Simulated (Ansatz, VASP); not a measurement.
# H2C4SCl2O2 (H2C4SCl2O2 (C2/c)): VASP beside Ansatz, part 2 of 2

One calculation is typed for both programs; each brings its own data sets. How far apart do they land? Of the first pair: The structure shown is the start of the Ansatz relaxation below; VASP solves that cell, so the two are compared at the walk's first step.

VASP 6.6.1 and Ansatz 0.2.0.

So far. Step 3 (VASP: single point, PBE with D3(BJ), start cell, pair 1): The run ends at a pressure of 0.59 GPa, with forces up to 0.20 eV/Å.

### Step 5. Ansatz: relaxation, PBE with D3(BJ)

Level of this step: Ansatz beside VASP: Kohn-Sham DFT, plane waves, PBE with D3(BJ) (Ansatz).

This run makes the geometry at which the two programs are then compared.

The structure compared here is the end of the Ansatz relaxation.

Input file input.yaml:

```yaml
crystal:
  lattice:
    - [15.24066, 0.00071, -0.11443]
    - [0.00049, 10.29553, 0.00085]
    - [-0.21486, 0.0014, 17.05812]
  atoms:
    - { symbol: H, position: [0.32381, 0.33348, 0.08648] }
    - { symbol: H, position: [0.17695, 0.33319, 0.16335] }
    - { symbol: H, position: [0.07374, 0.8336, 0.08646] }
    - { symbol: H, position: [0.42629, 0.8335, 0.16348] }
    - { symbol: H, position: [0.17655, 0.66672, 0.41343] }
    - { symbol: H, position: [0.32346, 0.66679, 0.33663] }
    - { symbol: H, position: [0.42665, 0.16665, 0.41343] }
    - { symbol: H, position: [0.07352, 0.16652, 0.33656] }
    - { symbol: C, position: [0.07237, 0.0415, 0.0877] }
    - { symbol: C, position: [0.42778, 0.04139, 0.16226] }
    - { symbol: C, position: [0.32238, 0.54137, 0.08771] }
    - { symbol: C, position: [0.17801, 0.5411, 0.16211] }
    - { symbol: C, position: [0.4279, 0.95875, 0.41222] }
    - { symbol: C, position: [0.07224, 0.95861, 0.33777] }
    - { symbol: C, position: [0.17787, 0.45883, 0.41227] }
    - { symbol: C, position: [0.32224, 0.45888, 0.33785] }
    - { symbol: C, position: [0.04133, 0.92267, 0.10369] }
    - { symbol: C, position: [0.45874, 0.92253, 0.14625] }
    - { symbol: C, position: [0.29139, 0.42252, 0.10373] }
    - { symbol: C, position: [0.20921, 0.42237, 0.14611] }
    - { symbol: C, position: [0.459, 0.07753, 0.3962] }
    - { symbol: C, position: [0.04116, 0.07741, 0.35378] }
    - { symbol: C, position: [0.20894, 0.57763, 0.39623] }
    - { symbol: C, position: [0.29112, 0.57766, 0.35386] }
    - { symbol: S, position: [0.2501, 0.66341, 0.12491] }
    - { symbol: S, position: [0.00015, 0.16359, 0.12495] }
    - { symbol: S, position: [0.25009, 0.33667, 0.37508] }
    - { symbol: S, position: [3.0e-05, 0.83644, 0.37495] }
    - { symbol: Cl, position: [0.16294, 0.08929, 0.04099] }
    - { symbol: Cl, position: [0.33728, 0.0893, 0.20903] }
[... 140 atom lines left out ...]
    - { symbol: O, position: [0.95828, 0.23588, 0.56138] }
    - { symbol: O, position: [0.54174, 0.23583, 0.68869] }
    - { symbol: O, position: [0.79175, 0.26404, 0.93869] }
    - { symbol: O, position: [0.70845, 0.26404, 0.8114] }
    - { symbol: O, position: [0.5417, 0.76411, 0.93863] }
    - { symbol: O, position: [0.9583, 0.76428, 0.81139] }
kpoints:
  mp_grid: { grid: [1, 1, 1] }
hamiltonian:
  xc: pbe
  dispersion: d3bj
scf:
  occupations: { method: fixed }
output:
  forces: true
  eigenvalues: true
  stress: true
relax:
  f_tol: 0.05
  max_steps: 70
```

On the command line:

```
> ansatz run input.yaml --threads 4 --pin off --max-ram 8192MiB --backend cpu --events-out ev --progress --plain --runs-dir out
```

Numbers of over 12 decimals in the logs are rounded to 6 here.

The log of the run:

```text
[...]
Crystal: 176 atoms, lattice volume = 2676.348 Å³
Basis set: ecut = 420 eV, 52325 PW (Γ), exchange–correlation on 216×144×240 points (8 copies of the dense FFT grid, shifted against one another)
Bands: 576, of which v1, the nominal top of the filled ones, is band 400 counted from 1 (399 counted from 0)
Symmetry: 1 space group operations
[...]
k-points: 1
[...]
- { symbol: S, position: [0.750033, 0.337112, 0.874999] }
    - { symbol: S, position: [0.499980, 0.837212, 0.874904] }
[...]
- { symbol: Cl, position: [0.836098, 0.911202, 0.959511] }
    - { symbol: Cl, position: [0.663885, 0.911109, 0.790372] }
    - { symbol: Cl, position: [0.586140, 0.411045, 0.959541] }
    - { symbol: Cl, position: [0.913894, 0.411106, 0.790431] }
[...]
- { symbol: O, position: [0.792243, 0.264813, 0.938623] }
    - { symbol: O, position: [0.707841, 0.264810, 0.811385] }
    - { symbol: O, position: [0.542171, 0.764875, 0.938522] }
    - { symbol: O, position: [0.957723, 0.764957, 0.811325] }
```

### Step 6. VASP: single point, PBE with D3(BJ), relaxed cell, pair 2

The same cell, functional and mesh now go to VASP, with its own data sets.

Input file INCAR:

```
SYSTEM = H2C4SCl2O2
PREC = Accurate
ENCUT = 600
EDIFF = 1E-06
NELM = 120
ISMEAR = 0
SIGMA = 0.01
LREAL = Auto
ALGO = Normal
GGA = PE
IVDW = 12
NBANDS = 523
LORBIT = 11
LWAVE = .FALSE.
LCHARG = .FALSE.
ISIF = 2
LASPH = .TRUE.
GGA_COMPAT = .FALSE.
EFERMI = MIDGAP
```

Input file POSCAR:

```
H2C4SCl2O2
1.0
   15.2406600000      0.0007100000     -0.1144300000
    0.0004900000     10.2955300000      0.0008500000
   -0.2148600000      0.0014000000     17.0581200000
H C S Cl O
32 64 16 32 32
Direct
    0.3240200000      0.3328200000      0.0862600000
    0.1762300000      0.3327600000      0.1636800000
    0.0740200000      0.8327700000      0.0863000000
    0.4260700000      0.8328500000      0.1637700000
    0.1760700000      0.6672500000      0.4136500000
    0.3238900000      0.6672300000      0.3362800000
    0.4261800000      0.1672400000      0.4137100000
    0.0739800000      0.1671800000      0.3363100000
    0.3239600000      0.3327800000      0.5863700000
    0.1761400000      0.3328800000      0.6637500000
    0.0739500000      0.8328300000      0.5862300000
    0.4260800000      0.8328200000      0.6637600000
    0.1761100000      0.6672900000      0.9136800000
    0.3239000000      0.6673100000      0.8362600000
    0.4261500000      0.1673200000      0.9136100000
    0.0739300000      0.1672500000      0.8362900000
    0.8239200000      0.3327700000      0.0862900000
    0.6761300000      0.3328200000      0.1637000000
    0.5738700000      0.8327100000      0.0863700000
    0.9262200000      0.8327300000      0.1636900000
    0.6761300000      0.6672800000      0.4136800000
    0.8239200000      0.6672600000      0.3362600000
    0.9262000000      0.1672200000      0.4137300000
    0.5739800000      0.1672300000      0.3363200000
    0.8239200000      0.3327000000      0.5863300000
    0.6761400000      0.3327800000      0.6637600000
    0.5738700000      0.8327700000      0.5863600000
    0.9261700000      0.8327900000      0.6636600000
    0.6761100000      0.6671700000      0.9137000000
    0.8238900000      0.6672000000      0.8362700000
[... 140 atom lines left out ...]
    0.9578400000      0.2352200000      0.5614000000
    0.5422500000      0.2351300000      0.6886900000
    0.7922400000      0.2648100000      0.9386200000
    0.7078400000      0.2648100000      0.8113800000
    0.5421700000      0.7648700000      0.9385200000
    0.9577200000      0.7649600000      0.8113200000
```

Input file KPOINTS:

```
Automatic mesh
0
Gamma
1 1 1
0 0 0
```

Potentials, in the order of the species: H, C, S, Cl and O (PBE family, release 64).

On the command line:

```
> export OMP_NUM_THREADS=3
> mpirun -np 1 vasp_gam
```

The log of the run:

```text
[... set-up lines as in an earlier step ...]
 entering main loop
       N       E                     dE             d eps       ncg     rms          rms(c)
DAV:   1     0.887098109978E+04    0.88710E+04   -0.45431E+05  1046   0.162E+03
DAV:   2     0.701503126136E+02   -0.88008E+04   -0.84047E+04  1580   0.346E+02
DAV:   3    -0.108151847916E+04   -0.11517E+04   -0.11373E+04  1220   0.136E+02
DAV:   4    -0.111946586439E+04   -0.37947E+02   -0.37707E+02  1284   0.258E+01
[...]
DAV:  16    -0.101002834629E+04   -0.30114E-05   -0.49312E-06  1164   0.370E-03    0.100E-02
DAV:  17    -0.101002834948E+04   -0.31846E-05   -0.31039E-06   924   0.273E-03    0.227E-03
DAV:  18    -0.101002834947E+04    0.10590E-07   -0.53389E-07   636   0.136E-03
   1 F= -.10288466E+04 E0= -.10288466E+04  d E =0.000000E+00
```

From OUTCAR (step 6):

```text
  FREE ENERGIE OF THE ION-ELECTRON SYSTEM (eV)
  ---------------------------------------------------
  free  energy   TOTEN  =     -1028.8466251338 eV

  energy  without entropy=    -1028.8466251338  energy(sigma->0) =    -1028.84662513
```

The run ends at a pressure of -0.49 GPa, with forces up to 0.26 eV/Å.

### Step 7. Comparison

What differs besides the data sets and the points named for the pairs above, as far as they apply: the cutoff is 420 eV in Ansatz and 600 eV in VASP (PREC = Accurate, projectors in real space). Total energies have different zeros and are not compared.

Both answers:

```tsv
quantity	Ansatz	VASP	difference
pressure (GPa)	0.08	-0.49	+0.57
gap on the k mesh (eV)	2.191	2.197	-0.006
```

Forces on 7 of the 176 atoms, those with the largest forces and the largest differences (eV/Å; atoms numbered as in POSCAR):

```tsv
atom	Ansatz x, y, z	VASP x, y, z
O145	0.008, -0.005, 0.018	0.111, -0.112, 0.195
O149	-0.008, 0.005, -0.018	-0.114, 0.116, -0.198
O151	-0.009, 0.005, -0.018	-0.112, 0.115, -0.195
O153	0.008, -0.005, 0.018	0.111, -0.114, 0.195
O157	-0.009, 0.005, -0.018	-0.112, 0.112, -0.195
O162	-0.009, -0.005, -0.018	-0.114, -0.114, -0.195
O174	0.009, 0.005, 0.018	0.112, 0.114, 0.195
```

The forces differ by 87 meV/Å r.m.s., where the r.m.s. force is 0.013 eV/Å in Ansatz and 0.095 eV/Å in VASP: the atoms lie near their places of rest in Ansatz, so a percentage would say little (all taken over all components). A gap on the mesh is an upper bound, since the band edges may lie between its points.

### Step 8. What came out

| Quantity | Value |
| --- | --- |
| r.m.s. force difference (single point, PBE with D3(BJ), start cell, pair 1) | 88 meV/Å |
| r.m.s. force difference (single point, PBE with D3(BJ), relaxed cell, pair 2) | 87 meV/Å |
| difference in pressure (single point, PBE with D3(BJ), relaxed cell, pair 2) | 0.57 GPa |

In words: The r.m.s. force difference is 88 meV/Å (single point, PBE with D3(BJ), start cell, pair 1), beyond the 12 meV/Å picked in this series as the mark of a large difference. What causes the difference of the single point, PBE with D3(BJ), start cell, pair 1 pair stays open here. What causes the difference of the single point, PBE with D3(BJ), relaxed cell, pair 2 pair stays open here. How closely two codes agree says nothing of how well the functional describes the real material.

[Lines on the potential files, build, host, timing and source positions are cut from VASP's logs without a mark.]

[Logs are printed without paths, hosts, clocks, repeated set-up lines and the standing remarks that a program may print on its own settings, such as how far it seeks lower states.]

[Hosts, paths, dates, database ids (printed as entryN), source tags and the programs' standing remarks are cut or masked in the printed files.]
